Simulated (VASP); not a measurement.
Computed with r2SCAN+rVV10, VASP's PBE PAW potentials (set 64) (plane waves; VASP 6.6.1).

The input files of a VASP run:

**POSCAR**
```
AuZn
1
    3.1500000000     0.0000000000     0.0000000000
    0.0000000000     3.1500000000     0.0000000000
    0.0000000000     0.0000000000     3.1500000000
Zn Au
1 1
Direct
  0.5000000000   0.5000000000   0.5000000000
  0.0000000000   0.0000000000   0.0000000000
```

### INCAR
```
BPARAM = 11.95
NELM = 100
LMAXMIX = 6   # l cut-off of mixed one-centre charges
ISMEAR = 1   # Methfessel-Paxton
LUSE_VDW = .TRUE.
ISIF = 3
NSW = 60
SYSTEM = AuZn
LREAL = .FALSE.   # projection in real space or not
CPARAM = 0.0093
ENCUT = 520   # plane-wave cut-off (eV)
IBRION = 2
LASPH = .TRUE.
SIGMA = 0.1   # width (eV)
LWAVE = .FALSE.
PREC = Accurate
EDIFF = 1E-6
EDIFFG = -0.01   # ionic stop
LCHARG = .FALSE.
METAGGA = R2SCAN
ALGO = Normal
LMIXTAU = .TRUE.
```

KPOINTS:
```
Automatic mesh
0
Gamma
10 10 10
0 0 0
```

POTCAR, in this order: Zn Au (PBE.64 set). Program: vasp_std.

Output

**OSZICAR**
```
       N       E                     dE             d eps       ncg     rms          rms(c)
DAV:   1     0.698610410909E+02    0.69861E+02   -0.12112E+04  1720   0.202E+03
DAV:   2    -0.607121381811E+02   -0.13057E+03   -0.12654E+03  1799   0.355E+02
DAV:   3    -0.649901324397E+02   -0.42780E+01   -0.42648E+01  1995   0.735E+01
DAV:   4    -0.650185743707E+02   -0.28442E-01   -0.28440E-01  1995   0.523E+00
DAV:   5    -0.650189260999E+02   -0.35173E-03   -0.35173E-03  2023   0.596E-01    0.906E+00
DAV:   6    -0.593704319142E+02    0.56485E+01   -0.57640E+00  1708   0.308E+01    0.678E+00
DAV:   7    -0.593380341445E+02    0.32398E-01   -0.31786E-01  1813   0.799E+00    0.362E+00
DAV:   8    -0.593482740252E+02   -0.10240E-01   -0.24370E-01  1792   0.626E+00    0.965E-01
DAV:   9    -0.593932319092E+02   -0.44958E-01   -0.36258E-02  1778   0.318E+00    0.259E-01
DAV:  10    -0.593947978082E+02   -0.15659E-02   -0.63874E-03  1897   0.888E-01    0.724E-02
DAV:  11    -0.593949153413E+02   -0.11753E-03   -0.25408E-03  1813   0.576E-01    0.519E-02
DAV:  12    -0.593951723747E+02   -0.25703E-03   -0.19022E-04  1785   0.156E-01    0.293E-02
DAV:  13    -0.593951711943E+02    0.11804E-05   -0.36245E-05  1883   0.880E-02    0.109E-02
DAV:  14    -0.593951867779E+02   -0.15584E-04   -0.25671E-05  1820   0.768E-02    0.332E-03
DAV:  15    -0.593951866882E+02    0.89693E-07   -0.15526E-06  1310   0.213E-02
   1 F= -.59395187E+02 E0= -.59394907E+02  d E =-.593952E+02
       N       E                     dE             d eps       ncg     rms          rms(c)
DAV:   1    -0.595364186441E+02   -0.14123E+00   -0.20820E+00  1708   0.270E+01    0.249E+00
DAV:   2    -0.594002709701E+02    0.13615E+00   -0.43539E-01  1988   0.165E+01    0.807E-01
DAV:   3    -0.593969701890E+02    0.33008E-02   -0.16447E-02  1708   0.141E+00    0.595E-01
DAV:   4    -0.593951601013E+02    0.18101E-02   -0.51763E-03  1956   0.168E+00    0.206E-01
DAV:   5    -0.593949444060E+02    0.21570E-03   -0.41285E-03  1771   0.820E-01    0.496E-02
DAV:   6    -0.593956237000E+02   -0.67929E-03   -0.18171E-03  1778   0.509E-01    0.110E-02
DAV:   7    -0.593957482412E+02   -0.12454E-03   -0.10393E-04  1764   0.136E-01    0.548E-03
DAV:   8    -0.593957515974E+02   -0.33562E-05   -0.29274E-06  1743   0.201E-02    0.330E-03
DAV:   9    -0.593957498256E+02    0.17718E-05   -0.67038E-07  1190   0.164E-02    0.102E-03
DAV:  10    -0.593957497199E+02    0.10568E-06   -0.34133E-07   861   0.713E-03
   2 F= -.59395750E+02 E0= -.59395475E+02  d E =-.563032E-03
       N       E                     dE             d eps       ncg     rms          rms(c)
DAV:   1    -0.594239538381E+02   -0.28204E-01   -0.39925E-01  1701   0.122E+01    0.108E+00
DAV:   2    -0.593978751659E+02    0.26079E-01   -0.78499E-02  1995   0.640E+00    0.374E-01
DAV:   3    -0.593973350570E+02    0.54011E-03   -0.28687E-03  1701   0.535E-01    0.275E-01
DAV:   4    -0.593965847427E+02    0.75031E-03   -0.16751E-03  1973   0.784E-01    0.549E-02
DAV:   5    -0.593970715711E+02   -0.48683E-03   -0.12965E-03  1757   0.487E-01    0.203E-02
DAV:   6    -0.593971618986E+02   -0.90328E-04   -0.33734E-04  1764   0.228E-01    0.584E-03
DAV:   7    -0.593972010253E+02   -0.39127E-04   -0.34805E-05  1757   0.779E-02    0.231E-03
DAV:   8    -0.593972022091E+02   -0.11838E-05   -0.11235E-06  1323   0.124E-02    0.967E-04
DAV:   9    -0.593972025213E+02   -0.31226E-06   -0.25620E-07   854   0.748E-03
   3 F= -.59397203E+02 E0= -.59396925E+02  d E =-.201583E-02
       N       E                     dE             d eps       ncg     rms          rms(c)
DAV:   1    -0.593976976585E+02   -0.49545E-03   -0.70762E-03  1701   0.161E+00    0.144E-01
DAV:   2    -0.593971847657E+02    0.51289E-03   -0.14188E-03  1995   0.878E-01    0.489E-02
DAV:   3    -0.593971847550E+02    0.10725E-07   -0.50710E-05  1701   0.696E-02    0.360E-02
DAV:   4    -0.593971808263E+02    0.39287E-05   -0.26270E-05  1979   0.102E-01    0.805E-03
DAV:   5    -0.593971928568E+02   -0.12030E-04   -0.20398E-05  1764   0.603E-02    0.271E-03
DAV:   6    -0.593971937000E+02   -0.84323E-06   -0.58761E-06  1764   0.293E-02
   4 F= -.59397194E+02 E0= -.59396916E+02  d E =-.200701E-02
```

**OUTCAR**
```
------------------------ aborting loop because EDIFF is reached ----------------------------------------
  FORCE on cell =-STRESS in cart. coord.  units (eV):
  Direction    XX          YY          ZZ          XY          YZ          ZX
  --------------------------------------------------------------------------------------
  Total       -0.0064674     -0.0064674     -0.0064674      0.0000000      0.0000000      0.0000000
  in kB       -0.3352518     -0.3352518     -0.3352518      0.0000000      0.0000000      0.0000000
  external PRESSURE =      -0.3352518 kB  Pullay stress =       0.0000000 kB
  volume of cell :       30.91
      direct lattice vectors                 reciprocal lattice vectors
     3.138272177  0.000000000 -0.000000000     0.318646677 -0.000000000 -0.000000000
     0.000000000  3.138272177 -0.000000000    -0.000000000  0.318646677 -0.000000000
     0.000000000  0.000000000  3.138272177     0.000000000  0.000000000  0.318646677
 POSITION                                       TOTAL-FORCE (eV/Angst)
 -----------------------------------------------------------------------------------
      1.56914      1.56914      1.56914         0.000000      0.000000      0.000000
      0.00000      0.00000      0.00000        -0.000000     -0.000000      0.000000
 -----------------------------------------------------------------------------------
    total drift:                                0.000000      0.000000     -0.000000
  FREE ENERGIE OF THE ION-ELECTRON SYSTEM (eV)
  ---------------------------------------------------
  free  energy   TOTEN  =       -59.3971937000 eV

  energy  without entropy=      -59.3963609666  energy(sigma->0) =      -59.39691612

 reached required accuracy - stopping structural energy minimisation
```
(Selected blocks of OUTCAR.)

File CONTCAR:
```
AuZn
   1.00000000000000
     3.1382721773899567    0.0000000000000000   -0.0000000000000000
     0.0000000000000000    3.1382721773899567   -0.0000000000000000
     0.0000000000000000    0.0000000000000000    3.1382721773899567
  Zn              Au
     1     1
Direct
     0.5000000000000000    0.5000000000000000    0.5000000000000000
     0.0000000000000000    0.0000000000000000    0.0000000000000000
```

### OUTCAR
```
 val. band max:        6.8891172597   @ k =   0.3000   0.1000   0.0000

 cond. band min:       7.1397577316   @ k =   0.3000   0.1000   0.1000


 Fermi energy:         7.1389883812

 k-point     1 :       0.0000    0.0000    0.0000
  band No.  band energies     occupation
      1      -4.0493      2.00000
      2      -1.4640      2.00000
      3      -1.4640      2.00000
      4      -0.7262      2.00000
      5      -0.7262      2.00000
      6      -0.7262      2.00000
      7       1.2908      2.00000
      8       1.2908      2.00000
      9       3.0620      2.00000
     10       3.0620      2.00000
     11       3.0620      2.00000
     12      12.3540      0.00000
     13      12.3540      0.00000
     14      12.3540      0.00000
     15      16.6379      0.00000

 k-point     2 :       0.1000    0.0000    0.0000
  band No.  band energies     occupation
      1      -3.8630      2.00000
      2      -1.4225      2.00000
      3      -1.4086      2.00000
      4      -0.7281      2.00000
      5      -0.7281      2.00000
      6      -0.7107      2.00000
      7       1.2608      2.00000
      8       1.3409      2.00000
      9       2.9240      2.00000
     10       2.9240      2.00000
     11       3.0471      2.00000
     12      11.0245      0.00000
     13      12.7005      0.00000
     14      12.7005      0.00000
     15      17.3550      0.00000

 k-point     3 :       0.2000    0.0000    0.0000
  band No.  band energies     occupation
      1      -3.3215      2.00000
      2      -1.3080      2.00000
      3      -1.2654      2.00000
      4      -0.7315      2.00000
      5      -0.7315      2.00000
      6      -0.6695      2.00000
      7       1.1768      2.00000
      8       1.4730      2.00000
      9       2.5877      2.00000
     10       2.5877      2.00000
     11       3.0074      2.00000
     12       8.7607     -0.00000
     13      13.6622      0.00000
     14      13.6622      0.00000
     15      17.9011      0.00000
...
```

Unless said otherwise, spin-orbit coupling is left out, though it shifts the bands of the heavy elements here.

The compound is AuZn in the CsCl type structure. This run relaxes it. Symmetry was kept, so distortions that lower it aren't found. The electron count is odd and the run is not spin-polarised, which forces a metal.
